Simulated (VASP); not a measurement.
Data:

```
CELL_PARAMETERS angstrom
      0.00000     2.79720     2.79720
      2.79720     0.00000     2.79720
      2.79720     2.79720     0.00000
ATOMIC_POSITIONS crystal
  Hf 0.00000 0.00000 0.00000
  B  0.50000 0.50000 0.50000
```

Calculation: PBEsol GGA, VASP's PBE PAW potentials (set 64) (plane waves; VASP 6.6.1). Numerical set-up: 520 eV cut-off, 10×10×10 Γ-centred mesh, first-order Methfessel-Paxton smearing of 0.10 eV, potentials Hf_pv B.

Energy and stress use the plane-wave basis of the starting cell.

**Question.** The ions, cell shape and volume are relaxed. Give the cell that the relaxation ends in.

**Answer.** 
```
CELL_PARAMETERS angstrom
      0.00000     2.39509     2.39509
      2.39509     0.00000     2.39509
      2.39509     2.39509     0.00000
ATOMIC_POSITIONS crystal
  Hf 0.00000 0.00000 0.00000
  B  0.50000 0.50000 0.50000
```
Space group Fm-3m (225), at a tolerance of 0.03 Å.

**Question.** How do energy and volume change from the first to the last step?

**Answer.** The energy (σ→0) changes by -1253.1 meV/atom and the volume by -37.2 %, in 7 ionic steps.

The structure was generated: HfB was put into the rock salt type (Fm-3m), which need not be its known phase. This run relaxes it. Symmetry was kept, so distortions that lower it aren't found. The electron count is odd and the run is not spin-polarised, which forces a metal.
